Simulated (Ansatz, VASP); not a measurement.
# Zn (Zinc) in two plane-wave programs

Aim: how closely do two programs agree when they are given the same cell, functional and k mesh? The cell is taken from a series of VASP runs on this material, whose earlier steps may have relaxed, scaled or displaced it; both programs get it as it stands.

Main program and level: Ansatz 0.2.0; plane waves, with VASP 6.6.1 beside it; relaxation of cell and atoms at PBEsol.

**1. The structure**

Symmetry: P6_3/mmc, No. 194, hexagonal system. Conventional cell: a = 2.641 Å, b = 2.641 Å, c = 4.657 Å, α = 90.00°, β = 90.00°, γ = 120.00°. Nearest to Zn lie 12 Zn at 2.64 to 2.78 Å.

Coordinates:

```cif
data_structure
_symmetry_space_group_name_H-M 'P6_3/mmc'
_symmetry_Int_Tables_number 194
_cell_length_a 2.6412
_cell_length_b 2.6412
_cell_length_c 4.6568
_cell_angle_alpha 90.000
_cell_angle_beta 90.000
_cell_angle_gamma 120.000
_cell_volume 28.13
loop_
_atom_site_label
_atom_site_type_symbol
_atom_site_symmetry_multiplicity
_atom_site_Wyckoff_symbol
_atom_site_fract_x
_atom_site_fract_y
_atom_site_fract_z
_atom_site_occupancy
Zn1 Zn 2 c 0.66667 0.33333 0.75000 1
```

**2. Ansatz: relaxation of cell and atoms, PBEsol**

Ansatz runs on its default PAW (the set named soft_2) files.

The relaxed volume is the usual yardstick between codes: its relative difference is about their pressure difference at one cell divided by the bulk modulus.

input.yaml reads:

```yaml
crystal:
  lattice:
    - [2.6411672871, 0.0, 0.0]
    - [-1.3205836435, 2.2873179662, 0.0]
    - [0.0, 0.0, 4.6568041154]
  atoms:
    - { symbol: Zn, position: [0.6666666667, 0.3333333333, 0.75] }
    - { symbol: Zn, position: [0.3333333333, 0.6666666667, 0.25] }
hamiltonian:
  xc: pbesol
  pseudopotentials: { kind: paw }
kpoints:
  mp_grid: { grid: [20, 20, 10] }
scf:
  occupations: { method: methfessel_paxton, width: 0.15 }
relax:
  f_tol: 0.01
  max_steps: 60
  cell: { stress_tol: 0.05 }
output:
  forces: true
  stress: true
  write_density: true
  write_potential: true
  elf: true
  volumetric_format: npy
```

Launch:

```bash
> ansatz run input.yaml --threads 4 --pin off --max-ram 9216MiB --backend cpu --events-out ev --progress --plain --runs-dir out
```

Numbers of over 12 decimals in the logs are rounded to 6 here.

The program printed:

```text
Engine: ansatz 0.2.0, aarch64-unknown-linux-gnu
Pseudopotentials: kind: paw
Pseudopotential: Zn, paw, valence charge 12, recommended cutoff 420 eV (normal), Zn.paw.azcp
Functional definition: PBEsol
  exchange = pbesol_x
  correlation = pbesol_c
Crystal: 2 atoms, lattice volume = 28.133 Å³
Basis set: ecut = 420 eV, 549 PW (Γ), exchange–correlation on 36×36×64 points (8 copies of the dense FFT grid, shifted against one another)
Bands: 16, of which v1, the nominal top of the filled ones, is band 12 counted from 1 (11 counted from 0)
Symmetry: 24 space group operations
Space group: P63/mmc (ITA 194), of the structure as read, at distance tolerance 3.0e-5 Å
k-points: 264 of 4000
Non-local potential: Zn, projectors of the file, l = 0: 2, l = 1: 2, l = 2: 3, l = 3: 1
PAW form: soft (Blöchl's): semilocal exchange-correlation on the pseudo side does not see the compensation charge
PAW frozen core: Zn, regenerated for the run's functional, and the local potential with it (the file was generated under x = pbe(κ = 0.804, μ = 0.219515), c = pbe(β = 0.066725))
PAW one-centre angular grid: Zn, 590 points (default); XC on 64 Gauss nodes
Initial density: superposition of atomic densities (neutral atoms: chi_scale 0, normalization atom), corrected by the library's trained network
Initial wavefunctions: pseudopotential atomic-orbital guess
Functional: x = pbesol(κ = 0.804, μ = 0.123457), c = pbesol(β = 0.046)
SCF iter   1: F=—  HF=-6561.810340 eV  |F-HF|=—  |Δ(HF+E_count)|=         —  Δρ=5.38e-3  dr2=4.60e-3  ethr=1.77e-3  ⟨swp⟩=4.9  Hψ=20076  notcnv=0
preconditioner: auto → none  [metal: Δε(μ)=0.037 eV  Ē_g=13.479 eV  σ=0.150 eV  W_gap=0.21  n_scr=2 (ndim 8)  ℏωp=34.3 eV  f_vac=0.000  D(μ)=0.39/eV (n_scr^D=2)  sad-step TF]
SCF iter   2: F=—  HF=-6561.809374 eV  |F-HF|=—  |Δ(HF+E_count)|=   9.66e-4  S|Δr|=    0.00e0  Δρ=8.67e-4  dr2=8.27e-5  ethr=1.92e-5  ⟨swp⟩=2.0  Hψ=9283  notcnv=0
SCF iter   3: F=—  HF=-6561.809071 eV  |F-HF|=—  |Δ(HF+E_count)|=   3.02e-4  S|Δr|=    0.00e0  Δρ=5.21e-4  dr2=5.54e-5  ethr=3.45e-7  ⟨swp⟩=2.1  Hψ=7489  notcnv=0
SCF iter   4: F=—  HF=-6561.809057 eV  |F-HF|=—  |Δ(HF+E_count)|=   1.48e-5  S|Δr|=    0.00e0  Δρ=9.14e-5  dr2=6.38e-7  ethr=2.31e-7  ⟨swp⟩=2.1  Hψ=6945  notcnv=0
SCF iter   5: F=-6561.809058 eV  HF=-6561.809058 eV  |F-HF|=1.15e-8  |Δ(HF+E_count)|=   1.51e-6  S|Δr|=    0.00e0  Δρ=1.52e-5  dr2=2.95e-8  ethr=4.17e-10  ⟨swp⟩=8.8  Hψ=33222  notcnv=0
SCF 1 converged in 5 iterations: F = -6561.809058 eV  dr2 = 2.95e-8
  Residual-converged pass: ⟨swp⟩=1.0  Hψ=5291  notcnv=0  max |occ|·‖R‖ = 7.0e-9 eV (tolerance 1.0e-8 eV)  dr2=2.95e-8  dr2_onsite=9.60e-9  max |Δocc| = 1.4e-10
  greatest PAW one-centre occupation: 0.980 electrons in one spin orbital (limit 2), on the Zn atom at site 1 (counted from 0), in its partial waves of l = 2
relax step   1: F+E_penalty+E_count = -6561.80905817 eV  Δ(F+E_penalty+E_count) = +0.000e0 eV  max|allowed force component| = 1.480e-16 eV/Å  Δτ_max = 0.0000 Å  P = -0.438 GPa  Ω = 28.133 Å³  (5 SCF iters, dr2 threshold 1.00e-7 eV, accepted)
[...]
relax step   2: F+E_penalty+E_count = -6561.80927376 eV  Δ(F+E_penalty+E_count) = -2.156e-4 eV  max|allowed force component| = 1.480e-16 eV/Å  Δτ_max = 0.0000 Å  P = -0.142 GPa  Ω = 28.045 Å³  energy of the carried Pulay correction = +5.089e-5 eV  (4 SCF iters, dr2 threshold 2.00e-7 eV, accepted)
[...]
relax step   3: F+E_penalty+E_count = -6561.80931937 eV  Δ(F+E_penalty+E_count) = -4.561e-5 eV  max|allowed force component| = 2.313e-16 eV/Å  Δτ_max = 0.0000 Å  P = +0.004 GPa  Ω = 28.004 Å³  energy of the carried Pulay correction = +7.339e-5 eV  (4 SCF iters, dr2 threshold 8.48e-8 eV, accepted)
[...]
relax step   4: F+E_penalty+E_count = -6561.80924750 eV  Δ(F+E_penalty+E_count) = +7.186e-5 eV  max|allowed force component| = 1.758e-16 eV/Å  Δτ_max = 0.0000 Å  P = +0.003 GPa  Ω = 28.004 Å³  stress off target by 3.11e-2 GPa  SCF on the basis re-selected at this cell (its energy is not comparable with the rows above)  (4 SCF iters)
basis re-selected at this cell: Δ(F+E_penalty+E_count) = +7.186e-5 eV, ΔP = -0.001 GPa vs the last step (what re-selecting the basis moved, of the pressure what is left beyond the Pulay correction that the steps carried, after the strain that the cell walked since its last selection, with what the two solves' SCF thresholds leave and, on support functions, any second-order correction that the steps lacked; it is no m [...]
SCF converged after 4 iterations
Stability not checked: this state was not tested for a lower state beside it, because cold or Methfessel-Paxton smearing, or corrected tetrahedra, fill the levels in a way that the test cannot read (fill_not_monotonic; see scf.lower_state_search)
Free energy (F): -6561.809248 eV
Harris-Foulkes:  -6561.809248 eV  (|F-HF|=2.09e-11)
Internal energy: -6561.809211 eV  (E = F + TS)
E sigma→0 (E₀):  -6561.809238 eV
Entropy (-TS):   -0.000037 eV (-0.018 meV/atom)
Fermi energy:    12.191418 eV
--- Per-component energies (eV) ---
  E_band       = 119.796055
  E_kinetic    = 263.759610
  E_local      = -2959.653207  (includes V_loc(G=0)·N_el)
  E_nonlocal   = 1222.671688
  E_hartree    = 1240.524907
  E_xc         = -273.680922
  E_vxc        = -107.978689  (∫ρ·V_xc dr)
  E_paw        = -3574.546529  (= ΣΔE_a)
  E_vpaw       = -780.052245  (= ΣTr[D̂ρ^β])
  E_aug_tail   = -0.000772  (compensation charges beyond the density's cutoff)
  E_ewald      = -2482.478694
  E_core_change = 1.594710  (= ΣΔE_core)
  E_smearing   = -0.000037  (= −TS)
  E_closure    = -0.000000  (closes the sum)
  Σ components = -6561.809248   (vs F -6561.809248, Δ=0.00e0)
--- Forces (eV/Å), atoms counted from 1 ---
  atom   1  Zn     0.00000000    -0.00000000    -0.00000000
  atom   2  Zn    -0.00000000     0.00000000     0.00000000
  max |Σ_I F_I| component: 1.85e-17 eV/Å
--- Stress (GPa, compression-positive) ---
       -0.010751       0.000000       0.000000
       -0.000000      -0.010751      -0.000000
        0.000000      -0.000000       0.031067
  P = ⅓ Tr σ = 0.0032 GPa (0.032 kbar)
--- Band table (eV; the first three rows and the last of 264) ---
  k-point 0: bands = [... 8 lower, 4.6986, 5.0078, 5.0078, 8.3486, 9.8318, 28.2616, 29.4876, 29.4876]
  k-point 1: bands = [... 8 lower, 4.7110, 5.0035, 5.0035, 7.5356, 10.7927, 26.9051, 29.5585, 29.5585]
  k-point 2: bands = [... 8 lower, 4.7446, 4.9901, 4.9901, 6.4110, 12.3693, 24.6796, 29.7680, 29.7680]
  k-point 263: bands = [... 8 lower, 5.0210, 5.0210, 12.5462, 12.5462, 13.6979, 13.6979, 14.8679, 14.8679]
--- Relaxed structure (3 steps of the walk, 3 accepted, 1 SCFs on fresh bases) ---
  F+E_penalty+E_count = -6561.80924750 eV   max|allowed force component| = 1.758e-16 eV/Å   (the final SCF, on the basis selected at the relaxed cell)
  cell:  # Å, volume = 28.0044 Å³
    - [2.636402, -2.8815424383233067e-11, 0]
    - [-1.318201, 2.283191, 0]
    - [0, 0, 4.652356]
  atoms:
    - { symbol: Zn, position: [0.666667, 0.333333, 0.750000] }
    - { symbol: Zn, position: [0.333333, 0.666667, 0.25] }
```

Run time: 11 s. Hardware: 4 threads of Arm Neoverse N1, shared host; peak memory 0.4 GiB; 40 s of CPU time.

**3. VASP: relaxation of cell and atoms, PBEsol**

The same cell, functional, mesh and smearing now go to VASP, with its own data sets and cutoff.

Lines of VASP's logs that name or quote its potential files are left out, and so is its time.

INCAR reads:

```
SYSTEM = Zn
PREC = Accurate
ENCUT = 520
EDIFF = 1E-07
NELM = 100
ISMEAR = 1
SIGMA = 0.15
LREAL = .FALSE.
ALGO = Normal
GGA = PS
NBANDS = 18
LORBIT = 11
LWAVE = .FALSE.
LCHARG = .FALSE.
KPAR = 4
IBRION = 2
NSW = 50
ISIF = 3
EDIFFG = -0.005
LASPH = .TRUE.
```

POSCAR reads:

```
Zn
1.0
    2.6411672871      0.0000000000      0.0000000000
   -1.3205836435      2.2873179662      0.0000000000
    0.0000000000      0.0000000000      4.6568041154
Zn
2
Direct
    0.6666666667      0.3333333333      0.7500000000
    0.3333333333      0.6666666667      0.2500000000
```

KPOINTS reads:

```
Automatic mesh
0
Gamma
20 20 10
0 0 0
```

Potentials, in the order of the species: Zn (PBE family, release 64).

Launch:

```bash
> mpirun -np 4 vasp_std
```

The program printed:

```text
[banner, memory and clock lines left out]
running    4 mpi-ranks, on    1 nodes
 distrk:  each k-point on    1 cores,    4 groups
 distr:  one band on    1 cores,    1 groups

 POSCAR found type information on POSCAR Zn
 POSCAR found :  1 types and       2 ions
|                                                                             |
|               ----> ADVICE to this user running VASP <----                  |
|                                                                             |
|     You enforced a specific xc type in the INCAR file but a different       |
|     [... a line on the potential file left out ...]
|     I HOPE YOU KNOW WHAT YOU ARE DOING!                                     |
|                                                                             |

 LDA part: xc-table for (Slater+PW92), standard interpolation
 POSCAR, INCAR and KPOINTS ok, starting setup
 FFT: planning ... GRIDC
 FFT: planning ... GRID_SOFT
 FFT: planning ... GRID
 WAVECAR not read
 entering main loop
       N       E                     dE             d eps       ncg     rms          rms(c)
DAV:   1     0.105974681871E+03    0.10597E+03   -0.12506E+04  9888   0.215E+03
DAV:   2     0.599934973494E+00   -0.10537E+03   -0.10265E+03  9558   0.298E+02
DAV:   3    -0.348557053576E+01   -0.40855E+01   -0.40693E+01 10672   0.672E+01
DAV:   4    -0.350617718478E+01   -0.20607E-01   -0.20601E-01 10542   0.482E+00
DAV:   5    -0.350620231544E+01   -0.25131E-04   -0.25130E-04 10240   0.150E-01    0.486E+00
DAV:   6    -0.319204104078E+01    0.31416E+00   -0.13189E+00 10240   0.254E+01    0.346E+00
DAV:   7    -0.317647624849E+01    0.15565E-01   -0.46882E-02 12152   0.388E+00    0.180E+00
DAV:   8    -0.316884500550E+01    0.76312E-02   -0.20010E-03 12836   0.677E-01    0.552E-02
DAV:   9    -0.316879829628E+01    0.46709E-04   -0.21813E-04 13158   0.212E-01    0.325E-02
DAV:  10    -0.316880298792E+01   -0.46916E-05   -0.21957E-05  9840   0.415E-02    0.323E-03
DAV:  11    -0.316880283363E+01    0.15429E-06   -0.54641E-07 10416   0.121E-02    0.214E-03
DAV:  12    -0.316880254765E+01    0.28598E-06   -0.22921E-08  5226   0.329E-03    0.433E-04
DAV:  13    -0.316880256052E+01   -0.12872E-07   -0.66298E-09  5046   0.878E-04
   1 F= -.31688026E+01 E0= -.31687780E+01  d E =-.316880E+01
 curvature:   0.00 expect dE= 0.000E+00 dE for cont linesearch  0.000E+00
 trial: gam= 0.00000 g(F)=  0.211E-44 g(S)=  0.639E-05 ort = 0.000E+00 (trialstep = 0.100E+01)
 search vector abs. value=  0.639E-05
 bond charge predicted
       N       E                     dE             d eps       ncg     rms          rms(c)
DAV:   1    -0.316889967515E+01   -0.97128E-04   -0.10783E-03 10358   0.551E-01    0.672E-02
DAV:   2    -0.316882202786E+01    0.77647E-04   -0.26129E-04 10262   0.343E-01    0.254E-02
DAV:   3    -0.316881108285E+01    0.10945E-04   -0.65302E-06 10886   0.426E-02    0.136E-02
DAV:   4    -0.316880698968E+01    0.40932E-05   -0.24128E-06 13918   0.278E-02    0.122E-03
DAV:   5    -0.316880708627E+01   -0.96589E-07   -0.40787E-07  9378   0.687E-03
   2 F= -.31688071E+01 E0= -.31687872E+01  d E =-.452575E-05
 trial-energy change:   -0.000005  1 .order   -0.000004   -0.000006   -0.000001
 step:   1.1126(harm=  1.2211)  dis= 0.00000  next Energy=    -3.168807 (dE=-0.459E-05)
 reached required accuracy - stopping structural energy minimisation
```

Parts of OUTCAR (step 3):

```text
ion  position               nearest neighbor table
   1  0.667  0.333  0.750-   2 2.78   2 2.78   2 2.78   2 2.78   2 2.78   2 2.78
   2  0.333  0.667  0.250-   1 2.78   1 2.78   1 2.78   1 2.78   1 2.78   1 2.78

  LATTYP: Found a hexagonal cell.
 ALAT       =     2.6411672871
 C/A-ratio  =     1.7631613636

 Subroutine GETGRP returns: Found 24 space group operations
 (whereof 12 operations were pure point group operations)

The static configuration has the point symmetry D_3d.
 The point group associated with its full space group is D_6h.

 Found    264 irreducible k-points:

   k-points           NKPTS =    264   k-points in BZ     NKDIM =    264   number of bands    NBANDS=     18

   dimension x,y,z NGX =    20 NGY =   20 NGZ =   36
   dimension x,y,z NGXF=    40 NGYF=   40 NGZF=   72

   ENCUT  =  520.0 eV  38.22 Ry    6.18 a.u.   4.91  4.91  8.66*2*pi/ulx,y,z

   NELECT =      24.0000    total number of electrons

 k-points in reciprocal lattice and weights: Automatic mesh
   0.00000000  0.00000000  0.00000000       0.000
   0.05000000 -0.00000000  0.00000000       0.002
   0.10000000  0.00000000  0.00000000       0.002
   0.15000000  0.00000000  0.00000000       0.002
   0.20000000  0.00000000  0.00000000       0.002
   0.25000000  0.00000000  0.00000000       0.002
   0.30000000  0.00000000  0.00000000       0.002
   0.35000000  0.00000000  0.00000000       0.002
   0.40000000  0.00000000  0.00000000       0.002
[...]
0.30000000  0.30000000  0.50000000       0.002
   0.35000000  0.30000000  0.50000000       0.002

 average (electrostatic) potential at core
       1 -36.3359       2 -36.3359

 E-fermi :   3.5427

 k-point     1 :       0.0000    0.0000    0.0000
  band No.  band energies     occupation
    ...
      9      -3.9656      2.00000
     10      -3.6595      2.00000
     11      -3.6595      2.00000
     12      -0.2714      2.00000
     13       1.1703      2.00000
     14      19.7177      0.00000
     15      20.8553      0.00000
     16      20.8553      0.00000
     17      22.3272      0.00000
     18      22.6289      0.00000

 k-point     2 :       0.0500   -0.0000    0.0000
  band No.  band energies     occupation
    ...
      9      -3.9741      2.00000
     10      -3.7108      2.00000
     11      -3.6575      2.00000
     12      -0.1410      2.00000
     13       1.2086      2.00000
     14      19.3629      0.00000
     15      19.7986      0.00000
     16      20.0640      0.00000
     17      21.4562      0.00000
     18      23.4090      0.00000

 k-point     3 :       0.1000    0.0000    0.0000
  band No.  band energies     occupation
    ...
      9      -3.9979      2.00000
     10      -3.8315      2.00000
     11      -3.6523      2.00000
     12       0.2263      2.00000
     13       1.3276      2.00000
     14      16.9745      0.00000
     15      18.8442      0.00000
     16      20.0264      0.00000
     17      20.7415      0.00000
     18      22.8389      0.00000

  Total       -0.0071303     -0.0071303      0.0041997     -0.0000000      0.0000000      0.0000000
  in kB       -0.4058895     -0.4058895      0.2390691     -0.0000000      0.0000000      0.0000000
  external PRESSURE =      -0.1909033 kB  Pullay stress =       0.0000000 kB

  energy-cutoff  :      520.00
  volume of cell :       28.15
      direct lattice vectors                 reciprocal lattice vectors
     2.641256130  0.000000000  0.000000000     0.378607735  0.218589278 -0.000000000
    -1.320628065  2.287394906 -0.000000000    -0.000000000  0.437178555 -0.000000000
     0.000000000  0.000000000  4.658618332    -0.000000000  0.000000000  0.214655919

 POSITION                                       TOTAL-FORCE (eV/Angst)
 -----------------------------------------------------------------------------------
      1.32063      0.76246      3.49396        -0.000000      0.000000     -0.000000
     -0.00000      1.52493      1.16465         0.000000     -0.000000      0.000000
 -----------------------------------------------------------------------------------
    total drift:                               -0.000000      0.000000     -0.000000

  FREE ENERGIE OF THE ION-ELECTRON SYSTEM (eV)
  ---------------------------------------------------
  free  energy   TOTEN  =        -3.1688070863 eV

  energy  without entropy=       -3.1687473668  energy(sigma->0) =       -3.16878718

 reached required accuracy - stopping structural energy minimisation

 total charge
# of ion       s       p       d       tot
------------------------------------------
    1        0.595   0.500   9.725  10.821
    2        0.595   0.500   9.725  10.821
--------------------------------------------------
tot          1.191   1.001  19.450  21.641

[... 3 further parts left out ...]
```

CONTCAR:

```
Zn
   1.00000000000000
     2.6412561298312158    0.0000000000000020    0.0000000000000000
    -1.3206280648656044    2.2873949062621657   -0.0000000000000000
     0.0000000000000000    0.0000000000000000    4.6586183319296541
  Zn
     2
Direct
     0.6666666667000030    0.3333333332999970    0.7500000000000000
     0.3333333332999970    0.6666666667000030    0.2500000000000000
```

The run keeps the 24 symmetry operations of its start, so it cannot find a distortion of lower symmetry.

**4. Comparison**

Known differences besides the potentials themselves: both relaxations stop at a tolerance, which leaves soft axes loose, and VASP keeps its plane-wave basis; the cutoff is 420 eV in Ansatz and 520 eV in VASP; Ansatz makes its cores anew for this functional, VASP keeps those of its PBE data sets; Ansatz adds a Pulay correction to the stress that steers its cell, VASP none. Total energies have different zeros and are not compared.

Both answers:

| quantity | Ansatz | VASP | difference |
| --- | --- | --- | --- |
| volume (Å³) | 28.00 | 28.15 | -0.50 % |
| edge a after relaxation, in the typed setting (Å) | 2.636 | 2.641 | -0.19 % |
| edge c after relaxation, in the typed setting (Å) | 4.652 | 4.659 | -0.13 % |

The walks stopped with 0.00 GPa left in Ansatz and -0.02 GPa in VASP; each walk ends within a tolerance, so the volume difference is uncertain by about these residues over the bulk modulus, most in soft cells.

**5. Summary of results**

```yaml
difference_in_volume_relaxation_of_cell_and_atoms_pbesol: -0.50 %
```

The difference in volume is -0.50 % (relaxation of cell and atoms, PBEsol), within the 1.2 % picked in this series as the mark of a large difference, as far as the stopping tolerances let one tell. Such differences can come from data sets, numerical settings and the points named under the comparisons, not from the functional's error against experiment.

[Lines on the potential files, build, host, timing and source positions are cut from VASP's logs without a mark.]

[Logs are printed without paths, hosts, clocks, repeated set-up lines and the standing remarks that a program may print on its own settings, such as how far it seeks lower states.]

[Hosts, paths, dates, database ids (printed as entryN), source tags and the programs' standing remarks are cut or masked in the printed files.]
